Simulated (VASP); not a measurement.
Output of a VASP run:

**OSZICAR**
```
       N       E                     dE             d eps       ncg     rms          rms(c)
DAV:   1     0.500781730749E+03    0.50078E+03   -0.25636E+04 23348   0.345E+03
DAV:   2     0.456564408937E+02   -0.45513E+03   -0.44513E+03 19184   0.790E+02
DAV:   3    -0.279758502911E+02   -0.73632E+02   -0.72070E+02 21086   0.190E+02
DAV:   4    -0.321387689301E+02   -0.41629E+01   -0.41149E+01 23810   0.517E+01
DAV:   5    -0.322415182870E+02   -0.10275E+00   -0.10256E+00 23572   0.846E+00    0.260E+01
DAV:   6    -0.314742096811E+02    0.76731E+00   -0.95574E+00 21162   0.184E+01    0.141E+01
DAV:   7    -0.311282446594E+02    0.34597E+00   -0.33111E+00 23038   0.132E+01    0.856E+00
DAV:   8    -0.310405346175E+02    0.87710E-01   -0.34596E-01 22828   0.455E+00    0.172E+00
DAV:   9    -0.310333438784E+02    0.71907E-02   -0.87867E-02 25370   0.233E+00    0.460E-01
DAV:  10    -0.310316706485E+02    0.16732E-02   -0.14809E-02 20536   0.924E-01    0.144E-01
DAV:  11    -0.310317193468E+02   -0.48698E-04   -0.73937E-04 27090   0.229E-01    0.478E-02
DAV:  12    -0.310317233721E+02   -0.40253E-05   -0.12000E-04 24176   0.705E-02    0.352E-02
DAV:  13    -0.310317155663E+02    0.78058E-05   -0.35410E-05 22848   0.422E-02    0.686E-03
DAV:  14    -0.310317160310E+02   -0.46466E-06   -0.23877E-06 22508   0.807E-03    0.414E-03
DAV:  15    -0.310317159912E+02    0.39796E-07   -0.12598E-07 14314   0.283E-03
   1 F= -.31031716E+02 E0= -.31031631E+02  d E =-.254734E-03
```

File OUTCAR:
```
------------------------ aborting loop because EDIFF is reached ----------------------------------------
  FORCE on cell =-STRESS in cart. coord.  units (eV):
  Direction    XX          YY          ZZ          XY          YZ          ZX
  --------------------------------------------------------------------------------------
  Total        0.3381248      0.5404628      0.3175162     -0.0000000      1.6823748      0.0000000
  in kB        6.1060106      9.7599224      5.7338508     -0.0000000     30.3810863      0.0000000
  external PRESSURE =       7.1999279 kB  Pullay stress =       0.0000000 kB
  volume of cell :       88.72
      direct lattice vectors                 reciprocal lattice vectors
    -2.095348573  1.994269505  5.012046387     0.000000000  0.240698710  0.103746427
     2.095348573 -2.196427640  5.095860330     0.238623782  0.001979441  0.098972041
     2.095348573  2.196427640 -5.095860330     0.238623782  0.238719269  0.004774385
 POSITION                                       TOTAL-FORCE (eV/Angst)
 -----------------------------------------------------------------------------------
      0.00000      0.00000      0.00000        -0.000000      0.000000     -0.000000
      0.00000     -0.12512      6.25606         0.000000     -0.299768     -0.014700
      0.00000     -0.07704      3.85185         0.000000      0.299768      0.014700
      0.00000      2.04481      2.48507        -0.000000     -0.315367     -0.017003
      2.09535     -0.05054      2.52698         0.000000      0.315367      0.017003
 -----------------------------------------------------------------------------------
    total drift:                               -0.000000      0.000000      0.000000
  FREE ENERGIE OF THE ION-ELECTRON SYSTEM (eV)
  ---------------------------------------------------
  free  energy   TOTEN  =       -31.0317159912 eV

  energy  without entropy=      -31.0314612573  energy(sigma->0) =      -31.03163108
```
(Selected blocks of OUTCAR.)

**POSCAR**
```
Tb(GePd)2
1
   -2.0953485726     1.9942695055     5.0120463873
    2.0953485726    -2.1964276398     5.0958603302
    2.0953485726     2.1964276398    -5.0958603302
Tb Ge Pd
1 2 2
Direct
  1.0000000000   1.0000000000   1.0000000000
  0.6189273334   0.6189273334   0.0000000000
  0.3810726666   0.3810726666   1.0000000000
  0.7500000000   0.2500000000   0.5000000000
  0.2500000000   0.7500000000   0.5000000000
```

Q: Write an INCAR and KPOINTS that could have produced this output.

A: This is not unique; one that fits is the input of the run itself, PBEsol GGA, plane waves, VASP's PBE PAW potentials (set 64).

INCAR:
```
EDIFF  =  1E-7
SIGMA  =  0.1   # width (eV)
LREAL  =  .FALSE.
LCHARG  =  .FALSE.
LMAXMIX  =  6
ISMEAR  =  1
ALGO  =  Normal
SYSTEM  =  Tb(GePd)2
PREC  =  Accurate
ISIF  =  2
ENCUT  =  480
LWAVE  =  .FALSE.
GGA  =  PS   # PBEsol
NELM  =  100   # most electronic steps
LASPH  =  .TRUE.   # aspherical one-centre terms
```

### KPOINTS
```
kpoints
0
gamma
  10 10 10
```

POTCAR, in this order: Tb_3 Ge_d Pd (PBE.64 set). Program: vasp_std.

The 4f electrons are frozen in the core of the lanthanide potential, so 4f levels, which can set the real gap, and their magnetism are missing.

The structure comes from a computed database's Pd2TbGe2 entry (I4/mmm); how it stands against other phases isn't given here. This cell was strained or had an atom moved on purpose. The electron count is odd and the run is not spin-polarised, which forces a metal.
